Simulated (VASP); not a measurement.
These are PBE GGA, VASP's PBE PAW potentials (set 64) (plane waves; VASP) values and carry that method's errors.

A VASP calculation is set up with these files.

### INCAR
```
! general
SYSTEM  = ZrC
PREC    = Accurate
ENCUT   = 520
LREAL   = .False.
LASPH   = .True.

! electronic loop
EDIFF   = 1E-6
NELM    = 100
ALGO    = Normal
LMAXMIX = 4

! smearing
ISMEAR  = 1
SIGMA   = 0.1

! functional
GGA     = PE

! ions
IBRION  = 2
NSW     = 60
ISIF    = 3
EDIFFG  = -0.01

! output
LWAVE   = .False.
LCHARG  = .False.
```

### POSCAR
```
ZrC
1
    0.0000000000     2.7108000000     2.7108000000
    2.7108000000     0.0000000000     2.7108000000
    2.7108000000     2.7108000000     0.0000000000
Zr C
1 1
Direct
  0.0000000000   0.0000000000   0.0000000000
  0.5000000000   0.5000000000   0.5000000000
```

KPOINTS:
```
Automatic mesh
0
Gamma
11 11 11
0 0 0
```

POTCAR, in this order: Zr_sv C (PBE.64 set). Program: vasp_std.

Energy and stress use the plane-wave basis of the starting cell.

Task: Predict the energy per atom (σ→0), volume per atom, band gap (on the k-mesh).

Result: 
```json
{
  "energy per atom (σ→0)": "-9.734 eV/atom",
  "band gap (on the k-mesh)": "none (metal, semimetal or under 0.01 eV)",
  "volume_per_atom": "13.06 Å^3/atom"
}
```

### OSZICAR
```
...
DAV:   2    -0.194704565622E+02    0.11204E-01   -0.28518E-02  1360   0.213E+00    0.429E-01
DAV:   3    -0.194682937832E+02    0.21628E-02   -0.11714E-02  1924   0.922E-01    0.154E-01
DAV:   4    -0.194685760929E+02   -0.28231E-03   -0.36193E-04  1892   0.164E-01    0.114E-01
DAV:   5    -0.194688490697E+02   -0.27298E-03   -0.46520E-04  2168   0.121E-01    0.190E-02
DAV:   6    -0.194688542342E+02   -0.51645E-05   -0.11570E-05  1932   0.355E-02    0.110E-02
DAV:   7    -0.194688576759E+02   -0.34417E-05   -0.43617E-06  1464   0.263E-02    0.744E-03
DAV:   8    -0.194688569150E+02    0.76086E-06   -0.53894E-07   720   0.985E-03
   5 F= -.19468857E+02 E0= -.19468869E+02  d E =-.239474E+01
```

The structure was generated: ZrC was put into the rock salt type (Fm-3m), which need not be its known phase. This run relaxes it. Symmetry was kept, so distortions that lower it aren't found.
